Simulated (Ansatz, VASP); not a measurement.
# Sn13Ge3Se16 (Sn0.8Ge0.2Se, orthorhombic GeSe-type) in two plane-wave programs

Aim: how closely do two programs agree when they are given the same cell, functional and k mesh? The cell is invented: As first built, before any earlier steps moved the atoms or strained the cell (in the runner's words): 1x2x2 conventional cells of the SnSe type (32 atoms: 3 Ge, 16 Se, 13 Sn); Sn/Ge share their sites, one random draw; start lattice by linear mixing of the end members' cells; atoms moved at random by 0.02 A. It may not be a known or stable phase. Of the first pair: The structure shown is the start of the Ansatz relaxation below; VASP solves that cell, so the two are compared at the walk's first step.

Method: plane waves, with VASP 6.6.1 beside it; PBE, in Ansatz 0.2.0.

## 1. Set-up

The cell holds 32 atoms: 3 Ge, 16 Se and 13 Sn. Its edges and angles: a = 11.254 Å, b = 8.226 Å, c = 8.854 Å, α = 90.0°, β = 90.0°, γ = 90.0°. It derives from SnSe (SnSe type, space group 62), repeated 1×2×2. As first built, before any earlier steps moved the atoms or strained the cell (in the runner's words): 1x2x2 conventional cells of the SnSe type (32 atoms: 3 Ge, 16 Se, 13 Sn); Sn/Ge share their sites, one random draw; start lattice by linear mixing of the end members' cells; atoms moved at random by 0.02 A.

## 2. Ansatz: relaxation, PBE

Ansatz runs on its default PAW (the set named soft_2) files.

The two programs are compared at the cell with which this relaxation starts, whose forces are those of its first step.

Contents of input.yaml:

```yaml
crystal:
  lattice:
    - [11.254, 0.0, 0.0]
    - [0.0, 8.2256, 0.0]
    - [0.0, 0.0, 8.8544]
  atoms:
    - { symbol: Ge, position: [0.38193, 0.37526, 0.7973] }
    - { symbol: Ge, position: [0.38125, 0.87669, 0.29636] }
    - { symbol: Ge, position: [0.61789, 0.62038, 0.19769] }
    - { symbol: Se, position: [0.85223, 0.12443, 0.23854] }
    - { symbol: Se, position: [0.64498, 0.37538, 0.49098] }
    - { symbol: Se, position: [0.35103, 0.12369, 0.00849] }
    - { symbol: Se, position: [0.1447, 0.37128, 0.25752] }
    - { symbol: Se, position: [0.85376, 0.12303, 0.7438] }
    - { symbol: Se, position: [0.64306, 0.37492, 0.9934] }
    - { symbol: Se, position: [0.35446, 0.12473, 0.50885] }
    - { symbol: Se, position: [0.14461, 0.37202, 0.75877] }
    - { symbol: Se, position: [0.85791, 0.62124, 0.24334] }
    - { symbol: Se, position: [0.64471, 0.87344, 0.49592] }
    - { symbol: Se, position: [0.35685, 0.62208, 0.00877] }
    - { symbol: Se, position: [0.14552, 0.87454, 0.26014] }
    - { symbol: Se, position: [0.85538, 0.62662, 0.74465] }
    - { symbol: Se, position: [0.6433, 0.87549, 0.99035] }
    - { symbol: Se, position: [0.35573, 0.62211, 0.50729] }
    - { symbol: Se, position: [0.14415, 0.87719, 0.76119] }
    - { symbol: Sn, position: [0.11635, 0.12307, 0.05086] }
    - { symbol: Sn, position: [0.37776, 0.37387, 0.29918] }
    - { symbol: Sn, position: [0.62093, 0.12668, 0.19986] }
    - { symbol: Sn, position: [0.88064, 0.37439, 0.45404] }
    - { symbol: Sn, position: [0.11794, 0.12426, 0.5502] }
    - { symbol: Sn, position: [0.61849, 0.12452, 0.69808] }
    - { symbol: Sn, position: [0.88128, 0.37392, 0.95323] }
    - { symbol: Sn, position: [0.11986, 0.62494, 0.05091] }
    - { symbol: Sn, position: [0.8807, 0.87756, 0.45059] }
    - { symbol: Sn, position: [0.11974, 0.62186, 0.55018] }
    - { symbol: Sn, position: [0.3783, 0.87005, 0.79871] }
    - { symbol: Sn, position: [0.6171, 0.6254, 0.70567] }
    - { symbol: Sn, position: [0.87982, 0.87348, 0.95106] }
kpoints:
  mp_grid: { grid: [2, 3, 3], shift: [0.5, 0.0, 0.0] }
hamiltonian:
  xc: pbe
scf:
  occupations: { method: methfessel_paxton, width: 0.15 }
output:
  forces: true
  stress: true
relax:
  f_tol: 0.02
  max_steps: 45
  cell: { stress_tol: 0.1 }
```

Run with:

```console
$ ansatz run input.yaml --threads 8 --pin off --max-ram 15360MiB --backend cpu --events-out ev --progress --plain --runs-dir out
```

Numbers of over 12 decimals in the logs are rounded to 6 here.

The log of the run:

```text
The last accepted step is kept in <dir> (removed where the run ends without a failure and the disk answers)
Engine: ansatz 0.2.0, x86_64-unknown-linux-gnu
Pseudopotentials: kind: paw
Pseudopotential: Ge, paw, valence charge 14, recommended cutoff 420 eV (normal), Ge.paw.azcp
Pseudopotential: Se, paw, valence charge 16, recommended cutoff 420 eV (normal), Se.paw.azcp
Pseudopotential: Sn, paw, valence charge 14, recommended cutoff 420 eV (normal), Sn.paw.azcp
Functional definition: PBE
  parameter kappa = 0.804
  parameter beta = 0.066725
  exchange = pbe_x(kappa = kappa, mu = beta*pi^2/3)
  correlation = pbe_c(beta = beta)
Crystal: 32 atoms, lattice volume = 819.660 Å³
Basis set: ecut = 420 eV, 16011 PW (Γ), exchange–correlation on 160×120×120 points (8 copies of the dense FFT grid, shifted against one another)
Bands: 288, of which v1, the nominal top of the filled ones, is band 240 counted from 1 (239 counted from 0)
Symmetry: 1 space group operations
Space group: P1 (ITA 1), of the structure as read, at distance tolerance 9.4e-5 Å
k-points: 9 of 18 (time reversal used)
Non-local potential: Ge, projectors of the file, l = 0: 2, l = 1: 2, l = 2: 3, l = 3: 1
Non-local potential: Se, projectors of the file, l = 0: 2, l = 1: 2, l = 2: 3, l = 3: 1
Non-local potential: Sn, projectors of the file, l = 0: 2, l = 1: 2, l = 2: 2, l = 3: 2
PAW form: soft (Blöchl's): semilocal exchange-correlation on the pseudo side does not see the compensation charge
PAW one-centre angular grid: Ge, 590 points (default); XC on 64 Gauss nodes
PAW one-centre angular grid: Se, 590 points (default); XC on 64 Gauss nodes
PAW one-centre angular grid: Sn, 590 points (default); XC on 64 Gauss nodes
Initial density: superposition of atomic densities (neutral atoms: chi_scale 0, normalization atom), corrected by the library's trained network
Initial wavefunctions: pseudopotential atomic-orbital guess
Functional: x = pbe(κ = 0.804, μ = 0.219515), c = pbe(β = 0.066725)
SCF iter   1: F=—  HF=-178716.595021 eV  |F-HF|=—  |Δ(HF+E_count)|=         —  Δρ=1.58e-3  dr2=2.75e-2  ethr=1.77e-3  ⟨swp⟩=6.0  Hψ=9693  notcnv=0  defer=1
preconditioner: auto → Resta (q_TF=auto, 2.496 Å⁻¹)  ε∞=2.9  [insulator: Δε(μ)=0.787 eV  Ē_g=15.980 eV  σ=0.150 eV  W_gap=1.00  n_scr=224 (ndim 8)  ℏωp=22.1 eV  f_vac=0.001  D(μ)=-0.01/eV (n_scr^D=0)  ε∞_Penn≈2.9]
SCF iter   2: F=—  HF=-178716.583832 eV  |F-HF|=—  |Δ(HF+E_count)|=   1.12e-2  S|Δr|=    0.00e0  Δρ=8.01e-4  dr2=5.75e-3  ethr=5.74e-6  ⟨swp⟩=3.0  Hψ=5984  notcnv=0  defer=1
SCF iter   3: F=—  HF=-178716.584835 eV  |F-HF|=—  |Δ(HF+E_count)|=   1.00e-3  S|Δr|=    0.00e0  Δρ=2.85e-4  dr2=5.97e-4  ethr=1.20e-6  ⟨swp⟩=2.0  Hψ=3711  notcnv=0  defer=1
SCF iter   4: F=—  HF=-178716.584861 eV  |F-HF|=—  |Δ(HF+E_count)|=   2.53e-5  S|Δr|=    0.00e0  Δρ=1.06e-4  dr2=9.15e-5  ethr=1.24e-7  ⟨swp⟩=2.0  Hψ=4376  notcnv=0  defer=1
SCF iter   5: F=—  HF=-178716.584952 eV  |F-HF|=—  |Δ(HF+E_count)|=   9.17e-5  S|Δr|=    0.00e0  Δρ=2.24e-5  dr2=4.09e-6  ethr=1.91e-8  ⟨swp⟩=2.0  Hψ=3521  notcnv=0  defer=1
SCF iter   6: F=—  HF=-178716.584952 eV  |F-HF|=—  |Δ(HF+E_count)|=   2.77e-7  S|Δr|=    0.00e0  Δρ=8.58e-6  dr2=5.27e-7  ethr=8.52e-10  ⟨swp⟩=2.0  Hψ=4376  notcnv=0  defer=1
SCF iter   7: F=-178716.584952 eV  HF=-178716.584953 eV  |F-HF|=1.25e-8  |Δ(HF+E_count)|=   3.82e-7  S|Δr|=    0.00e0  Δρ=1.96e-6  dr2=3.72e-8  ethr=2.08e-11  ⟨swp⟩=4.0  Hψ=9108  notcnv=0
SCF 1 converged in 7 iterations: F = -178716.584952 eV  dr2 = 3.72e-8
  greatest PAW one-centre occupation: 1.000 electrons in one spin orbital (limit 2), on the Se atom at site 3 (counted from 0), in its partial waves of l = 2
relax step   1: F+E_penalty+E_count = -178716.58495250 eV  Δ(F+E_penalty+E_count) = +0.000e0 eV  max|allowed force component| = 8.445e-1 eV/Å  Δτ_max = 0.0000 Å  P = +2.844 GPa  Ω = 819.660 Å³  (7 SCF iters, dr2 threshold 1.00e-7 eV, accepted)
Crystal: 32 atoms, lattice volume = 903.045 Å³
Basis set: ecut = 420 eV, 17677 PW (Γ), exchange–correlation on 160×120×120 points (8 copies of the dense FFT grid, shifted against one another)
Initial density: handed on by an earlier stage of this run
Initial wavefunctions: those handed on with the density
iter 1 solved again at ethr=1.76e-4 eV; its pass at ethr=3.10e-3 eV (dr2=8.47e-1 eV) is discarded
SCF iter   1: F=—  HF=-178717.730256 eV  |F-HF|=—  |Δ(HF+E_count)|=         —  Δρ=7.51e-3  dr2=8.34e-1  ethr=1.76e-4  ⟨swp⟩=1.0  Hψ=14266  notcnv=0
preconditioner: auto → Resta (q_TF=auto, 2.456 Å⁻¹)  ε∞=2.8  [insulator: Δε(μ)=0.997 eV  Ē_g=15.637 eV  σ=0.150 eV  W_gap=1.00  n_scr=232 (ndim 8)  ℏωp=21.0 eV  f_vac=0.012  D(μ)=-0.00/eV (n_scr^D=0)  ε∞_Penn≈2.8]
SCF iter   2: F=—  HF=-178717.529278 eV  |F-HF|=—  |Δ(HF+E_count)|=   2.01e-1  S|Δr|=    0.00e0  Δρ=3.25e-3  dr2=1.10e-1  ethr=1.74e-4  ⟨swp⟩=2.0  Hψ=3348  notcnv=0
[...]
iter 1 solved again at ethr=2.77e-7 eV; its pass at ethr=3.10e-3 eV (dr2=1.33e-3 eV) is discarded
SCF iter   1: F=—  HF=-178717.659209 eV  |F-HF|=—  |Δ(HF+E_count)|=         —  Δρ=8.82e-4  dr2=1.88e-4  ethr=2.77e-7  ⟨swp⟩=3.0  Hψ=15264  notcnv=0
[...]
SCF converged after 7 iterations
Stability not checked: this state was not tested for a lower state beside it, because cold or Methfessel-Paxton smearing, or corrected tetrahedra, fill the levels in a way that the test cannot read (fill_not_monotonic; see scf.lower_state_search)
Free energy (F): -178717.759114 eV
Harris-Foulkes:  -178717.759114 eV  (|F-HF|=2.62e-10)
Internal energy: -178717.759135 eV  (E = F + TS)
E sigma→0 (E₀):  -178717.759119 eV
Entropy (-TS):   0.000021 eV (0.001 meV/atom)
Fermi energy:    8.493839 eV
Step filling:    the computed levels leave a gap of 0.9120 eV = 6.1 smearing widths at the electron count; against every level under it full and every level over it empty, smearing changes F+E_penalty+E_count by +1.07e-3 meV and its σ→0 estimate by -4.17e-3 meV
--- Per-component energies (eV) ---
  E_band       = -8009.973575
  E_kinetic    = 4621.572032
  E_local      = -59259.195407  (includes V_loc(G=0)·N_el)
  E_nonlocal   = -8714.993931
  E_hartree    = 30161.042262
  E_xc         = -6868.865498
  E_vxc        = -3009.494370  (∫ρ·V_xc dr)
  E_paw        = -90362.472971  (= ΣΔE_a)
  E_vpaw       = -1969.940945  (= ΣTr[D̂ρ^β])
  E_aug_tail   = -0.008534  (compensation charges beyond the density's cutoff)
  E_ewald      = -48294.837088
  E_smearing   = 0.000021  (= −TS)
  E_closure    = 0.000000  (closes the sum)
  Σ components = -178717.759114   (vs F -178717.759114, Δ=0.00e0)
--- Forces (eV/Å), atoms counted from 1 ---
  atom   1  Ge     0.00174446     0.00086233     0.00218974
  atom   2  Ge    -0.00006904    -0.00059063     0.00338341
  atom   3  Ge    -0.00412909    -0.00248798    -0.00316224
  atom   4  Se     0.00560555    -0.00220430     0.00346458
  atom   5  Se     0.00359211     0.00398745     0.00369867
  atom   6  Se    -0.00186167    -0.00612388    -0.00648302
  atom   7  Se    -0.00385793     0.00118592    -0.00541963
  atom   8  Se     0.00127748     0.00141054     0.00328638
  atom   9  Se    -0.00046702    -0.00381814     0.00838732
  atom  10  Se     0.00033152     0.00702589    -0.00862702
  atom  11  Se     0.00197180     0.00140272     0.00116752
  atom  12  Se     0.00094837    -0.00070148     0.00259218
  atom  13  Se    -0.00210520    -0.00544559     0.00626576
  atom  14  Se    -0.00181224     0.00417999    -0.00935000
  atom  15  Se    -0.00025671    -0.00260694    -0.00043694
  atom  16  Se     0.00223765     0.00059604     0.00777488
  atom  17  Se     0.00344240     0.00390922     0.00469873
  atom  18  Se     0.00003018    -0.00299202    -0.00749051
  atom  19  Se    -0.00163683    -0.00001760    -0.00523064
  atom  20  Sn    -0.00203566     0.00183157     0.00056174
  atom  21  Sn     0.00019144    -0.00381789     0.01508094
  atom  22  Sn    -0.00733604     0.00274473    -0.01219866
  atom  23  Sn     0.00209631     0.00203935    -0.00595757
  atom  24  Sn    -0.00246549    -0.00189895     0.00232221
  atom  25  Sn    -0.00388501    -0.00166737    -0.00047590
  atom  26  Sn     0.00456607     0.00162612    -0.00086612
  atom  27  Sn    -0.00334209     0.00030338     0.00484344
  atom  28  Sn     0.00417805     0.00050698    -0.00850889
  atom  29  Sn    -0.00202305     0.00172809     0.00590457
  atom  30  Sn     0.00331414     0.00077409     0.00993090
  atom  31  Sn    -0.00109616     0.00296942    -0.00746233
  atom  32  Sn     0.00285111    -0.00471103    -0.00388341
  max |Σ_I F_I| component: 5.78e-7 eV/Å
--- Stress (GPa, compression-positive) ---
        0.007617      -0.000465      -0.003629
       -0.000465      -0.010414       0.002113
       -0.003629       0.002113       0.009368
  P = ⅓ Tr σ = 0.0022 GPa (0.022 kbar)
--- Relaxed structure (7 steps of the walk, 7 accepted, 1 SCFs on fresh bases) ---
  F+E_penalty+E_count = -178717.75911369 eV   max|allowed force component| = 1.508e-2 eV/Å   (the final SCF, on the basis selected at the relaxed cell)
  cell:  # Å, volume = 881.0947 Å³
    - [11.647849, -0.017353, -0.033946]
    - [-0.012683, 8.309013, 0.00391616]
    - [-0.026708, 0.00421553, 9.103998]
  atoms:
    - { symbol: Ge, position: [0.370441, 0.376026, 0.822147] }
    - { symbol: Ge, position: [0.370076, 0.877125, 0.320414] }
    - { symbol: Ge, position: [0.632422, 0.620652, 0.182088] }
    - { symbol: Se, position: [0.854444, 0.123114, 0.237908] }
    - { symbol: Se, position: [0.640494, 0.372859, 0.485286] }
    - { symbol: Se, position: [0.357037, 0.136200, 0.0069118] }
    - { symbol: Se, position: [0.145036, 0.374700, 0.265295] }
    - { symbol: Se, position: [0.852277, 0.123689, 0.739076] }
    - { symbol: Se, position: [0.644194, 0.381836, 0.993852] }
    - { symbol: Se, position: [0.356424, 0.115094, 0.507051] }
    - { symbol: Se, position: [0.152909, 0.374846, 0.762629] }
    - { symbol: Se, position: [0.850783, 0.623586, 0.236846] }
    - { symbol: Se, position: [0.640895, 0.873432, 0.484468] }
    - { symbol: Se, position: [0.357292, 0.613813, 0.00902639] }
    - { symbol: Se, position: [0.151888, 0.874716, 0.262989] }
    - { symbol: Se, position: [0.853714, 0.623395, 0.736642] }
    - { symbol: Se, position: [0.643096, 0.861405, 0.995548] }
    - { symbol: Se, position: [0.356643, 0.637536, 0.506389] }
    - { symbol: Se, position: [0.144536, 0.874283, 0.764817] }
    - { symbol: Sn, position: [0.120888, 0.125604, 0.059257] }
    - { symbol: Sn, position: [0.383681, 0.378852, 0.304372] }
    - { symbol: Sn, position: [0.616628, 0.119333, 0.196196] }
    - { symbol: Sn, position: [0.877355, 0.373276, 0.443011] }
    - { symbol: Sn, position: [0.121208, 0.124146, 0.558313] }
    - { symbol: Sn, position: [0.614931, 0.123368, 0.688782] }
    - { symbol: Sn, position: [0.878502, 0.374246, 0.944266] }
    - { symbol: Sn, position: [0.122069, 0.623548, 0.057538] }
    - { symbol: Sn, position: [0.875907, 0.873420, 0.445463] }
    - { symbol: Sn, position: [0.120869, 0.625234, 0.557779] }
    - { symbol: Sn, position: [0.381550, 0.875066, 0.806740] }
    - { symbol: Sn, position: [0.615096, 0.621454, 0.691881] }
    - { symbol: Sn, position: [0.879077, 0.872668, 0.942938] }
```

## 3. VASP: single point, PBE, start cell, pair 1

The same cell, functional, mesh and smearing now go to VASP, with its own data sets.

Lines of VASP's logs that name or quote its potential files are left out, and so is its time.

Contents of INCAR:

```
SYSTEM = Sn13Ge3Se16
PREC = Accurate
ENCUT = 410
EDIFF = 1E-06
NELM = 120
ISMEAR = 1
SIGMA = 0.15
LREAL = Auto
ALGO = Normal
GGA = PE
NBANDS = 188
LORBIT = 11
LWAVE = .FALSE.
LCHARG = .FALSE.
ISIF = 2
ISYM = 0
LASPH = .TRUE.
GGA_COMPAT = .FALSE.
EFERMI = MIDGAP
KPAR = 4
```

Contents of POSCAR:

```
Sn13Ge3Se16
1.0
   11.2540000000      0.0000000000      0.0000000000
    0.0000000000      8.2256000000      0.0000000000
    0.0000000000      0.0000000000      8.8544000000
Ge Se Sn
3 16 13
Direct
    0.3819264262      0.3752553005      0.7972985183
    0.3812511107      0.8766898463      0.2963611312
    0.6178869735      0.6203802762      0.1976870257
    0.8522303181      0.1244286131      0.2385367727
    0.6449795628      0.3753768722      0.4909762378
    0.3510307446      0.1236870259      0.0084929527
    0.1447041052      0.3712799066      0.2575216841
    0.8537586636      0.1230305388      0.7437996928
    0.6430602452      0.3749148998      0.9934044091
    0.3544606362      0.1247325423      0.5088543549
    0.1446063622      0.3720214939      0.7587752982
    0.8579082993      0.6212434351      0.2433366462
    0.6447129909      0.8734438825      0.4959229310
    0.3568508975      0.6220822797      0.0087752982
    0.1455215923      0.8745380276      0.2601418504
    0.8553758664      0.6266169033      0.7446467293
    0.6433001599      0.8754862867      0.9903550777
    0.3557312955      0.6221065940      0.5072845139
    0.1441531900      0.8771882902      0.7611921756
    0.1163497423      0.1230670103      0.0508560716
    0.3777590190      0.3738693834      0.2991845862
    0.6209258930      0.1266776892      0.1998554391
    0.8806379954      0.3743921416      0.4540454463
    0.1179402879      0.1242584128      0.5502010300
    0.6184912031      0.1245258705      0.6980823094
    0.8812777679      0.3739180121      0.9532322913
    0.1198596055      0.6249392142      0.0509125407
    0.8807001955      0.8775651624      0.4505895374
    0.1197440910      0.6218634507      0.5501784424
    0.3783010485      0.8700520327      0.7987102458
    0.6170961436      0.6254011865      0.7056717564
    0.8798205083      0.8734803540      0.9510638778
```

Contents of KPOINTS:

```
Points of the shifted mesh
18
Reciprocal
 0.2500000000  0.0000000000  0.0000000000 1
 0.2500000000  0.0000000000  0.3333333333 1
 0.2500000000  0.0000000000  0.6666666667 1
 0.2500000000  0.3333333333  0.0000000000 1
 0.2500000000  0.3333333333  0.3333333333 1
 0.2500000000  0.3333333333  0.6666666667 1
 0.2500000000  0.6666666667  0.0000000000 1
 0.2500000000  0.6666666667  0.3333333333 1
 0.2500000000  0.6666666667  0.6666666667 1
 0.7500000000  0.0000000000  0.0000000000 1
 0.7500000000  0.0000000000  0.3333333333 1
 0.7500000000  0.0000000000  0.6666666667 1
 0.7500000000  0.3333333333  0.0000000000 1
 0.7500000000  0.3333333333  0.3333333333 1
 0.7500000000  0.3333333333  0.6666666667 1
 0.7500000000  0.6666666667  0.0000000000 1
 0.7500000000  0.6666666667  0.3333333333 1
 0.7500000000  0.6666666667  0.6666666667 1
```

The projector-augmented-wave data sets are Ge_d, Se and Sn_d (PBE family, release 64).

Run with:

```console
$ mpirun -np 4 vasp_std
```

The log of the run:

```text
[banner, memory and clock lines left out]
running    4 mpi-ranks, on    1 nodes
[...]
LDA part: xc-table for (Slater+PW92), standard interpolation
 POSCAR, INCAR and KPOINTS ok, starting setup
[...]
entering main loop
       N       E                     dE             d eps       ncg     rms          rms(c)
DAV:   1     0.431746022714E+04    0.43175E+04   -0.11536E+05  7732   0.222E+03
DAV:   2     0.863170324229E+03   -0.34543E+04   -0.33538E+04  6768   0.685E+02
DAV:   3    -0.159391770728E+02   -0.87911E+03   -0.83333E+03  7500   0.247E+02
DAV:   4    -0.128154264740E+03   -0.11222E+03   -0.10854E+03  8024   0.857E+01
[...]
DAV:  12    -0.131139724417E+03    0.63979E-03   -0.20165E-04  8520   0.453E-02    0.202E-02
DAV:  13    -0.131139725574E+03   -0.11573E-05   -0.46536E-05  7912   0.268E-02    0.806E-03
DAV:  14    -0.131139724863E+03    0.71104E-06   -0.70369E-06  6728   0.102E-02
   1 F= -.13113972E+03 E0= -.13114116E+03  d E =0.431943E-02
```

OUTCAR, selected parts (step 3):

```text
  Total       21.9832414     11.2923044     10.3007573     -0.1358194     -0.1764135     -0.0893987
  in kB       42.9703287     22.0729064     20.1347436     -0.2654842     -0.3448329     -0.1747464
  external PRESSURE =      28.3926596 kB  Pullay stress =       0.0000000 kB

 POSITION                                       TOTAL-FORCE (eV/Angst)
 -----------------------------------------------------------------------------------
      4.29820      3.08670      7.05960        -0.596751     -0.083013      0.596150
      4.29060      7.21130      2.62410        -0.534722      0.061800      0.562613
      6.95370      5.10300      1.75040         0.601766      0.018611     -0.456039
      9.59100      1.02350      2.11210         0.727855      0.060070      0.073556
      7.25860      3.08770      4.34730        -0.433050      0.139192     -0.142656
      3.95050      1.01740      0.07520         0.659057      0.313891     -0.301081
      1.62850      3.05400      2.28020        -0.575094      0.116446      0.192858
      9.60820      1.01200      6.58590         0.437152      0.075120     -0.124735
      7.23700      3.08390      8.79600        -0.454212      0.504925      0.197185
      3.98910      1.02600      4.50560         0.491810     -0.420930     -0.294974
      1.62740      3.06010      6.71850         0.548408      0.092934      0.205840
      9.65490      5.11010      2.15460        -0.619799      0.110398     -0.193313
      7.25560      7.18460      4.39110        -0.484165     -0.114831     -0.322439
      4.01600      5.11700      0.07770         0.492951     -0.344665     -0.186252
[...]
-----------------------------------------------------------------------------------
    total drift:                                0.003213     -0.001831      0.008222

  FREE ENERGIE OF THE ION-ELECTRON SYSTEM (eV)
  ---------------------------------------------------
  free  energy   TOTEN  =      -131.1397248630 eV

  energy  without entropy=     -131.1440442966  energy(sigma->0) =     -131.14116467

[... 3 further parts left out ...]
[key lines of the parts left out:]
E-fermi :   5.4462
```

The gap is read on the k-mesh alone, so it is an upper bound where the band edges lie off the mesh. Methfessel-Paxton smearing is not meant for a cell with a gap.

[end of part 1 of 2]

[Lines on the potential files, build, host, timing and source positions are cut from VASP's logs without a mark.]

[Logs are printed without paths, hosts, clocks, repeated set-up lines and the standing remarks that a program may print on its own settings, such as how far it seeks lower states.]

[Hosts, paths, dates, database ids (printed as entryN), source tags and the programs' standing remarks are cut or masked in the printed files.]
